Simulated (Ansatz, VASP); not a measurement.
One calculation of TlAgS2, two programs

File POSCAR:

```
TlAgS2
1.0
    4.1384416178      0.0000000000      0.0000000000
    0.0000000000      4.1384416178      0.0000000000
    0.0000000000      0.0000000000      6.0023381934
Ag S Tl
1 2 1
Direct
    0.0000000000      0.0000000000      0.0000000000
    0.0000000000      0.5000000000      0.2445828520
    0.5000000000      0.0000000000      0.7554171480
    0.5000000000      0.5000000000      0.5000000000
```

The input INCAR.step1:

```
PREC     = Accurate       # precision mode
ENCUT    = 520            # plane-wave cutoff, eV
EDIFF    = 1E-5           # SCF threshold, eV
ISMEAR   = -1             # smearing method
SIGMA    = 0.02           # smearing width, eV
LREAL    = False          # projectors in reciprocal space
LASPH    = True           # aspherical terms in the spheres
NELM     = 80             # most SCF steps
ALGO     = Normal         # electronic algorithm
ISIF     = 2              # what is computed and relaxed
LWAVE    = True           # write WAVECAR
GGA      = PE             # functional
NBANDS   = 26             # bands
```

Contents of INCAR.step2:

```
PREC     = Accurate       # precision mode
ENCUT    = 520            # plane-wave cutoff, eV
EDIFF    = 1E-6           # SCF threshold, eV
ISMEAR   = -1             # smearing method
SIGMA    = 0.02           # smearing width, eV
LREAL    = False          # projectors in reciprocal space
LASPH    = True           # aspherical terms in the spheres
NELM     = 80             # most SCF steps
ALGO     = Normal         # electronic algorithm
ISIF     = 2              # what is computed and relaxed
LWAVE    = False          # write WAVECAR
LCHARG   = True           # write CHGCAR
GGA      = PE             # functional
LHFCALC  = True           # exact exchange
HFSCREEN = 0.2079         # screening, 1/A
PRECFOCK = Normal       
LELF     = True           # ELF
LVHAR    = True         
ISTART   = 1            
NBANDS   = 26             # bands
```

The input KPOINTS:

```
regular mesh
0
Gamma
  4 4 2
```

Input for Ansatz:

```yaml
crystal:
  lattice:
    - [4.1384416178, 0.0, 0.0]
    - [0.0, 4.1384416178, 0.0]
    - [0.0, 0.0, 6.0023381934]
  atoms:
    - { symbol: Ag, position: [0.0, 0.0, 0.0] }
    - { symbol: S, position: [0.0, 0.5, 0.244582852] }
    - { symbol: Tl, position: [0.5, 0.5, 0.5] }
    - { symbol: S, position: [0.5, 0.0, 0.755417148] }
kpoints:
  mp_grid: { grid: [4, 4, 2] }
hamiltonian:
  xc: hse06
scf:
  occupations: { method: fermi_dirac, width: 0.02 }
  n_extra_bands: 5
output:
  forces: true
  stress: true
  eigenvalues: true
  write_density: true
  write_potential: true
  elf: true
  volumetric_format: npy
```

The cell was built by a generator and needn't be a form met in nature.

Alike in both runs: task single point; functional HSE06; k mesh 4 × 4 × 2; occupations fermi-dirac, width 0.02 eV; no spin polarisation.

|  | VASP | Ansatz |
| --- | --- | --- |
| version | VASP 6.6.1 | Ansatz 0.2.0 |
| potentials or method | VASP PAW PBE potentials, release 64 (Ag, S, Tl_d) | plane waves, PAW |
| plane-wave cutoff (eV) | 520 | 420 |
| valence electrons in the cell | 36 | 44 |

Ansatz gave:

- pressure (GPa): -0.2
- largest component of the traceless stress (GPa): 0.14
- rms of the force components (eV/Å): 0.136

Problem. Which values does VASP return?

Solution. Pressure (GPa): -0.3; largest component of the traceless stress (GPa): 0.16; rms of the force components (eV/Å): 0.135.

The functional is the same, so the differences come from potentials, cutoffs and numerics. The two sets of potentials don't hold the same shells in valence. Ansatz warned: «stress_exchange_threshold_loose».

Caveats: the k mesh is coarse (spacing up to 0.52 Å⁻¹), so the values aren't converged, least of all with exact exchange; the PAW data sets were made with another functional, which shifts forces and pressure a little (VASP); spin-orbit coupling is left out, which as a rule narrows the gap of such compounds by several tenths of an eV.
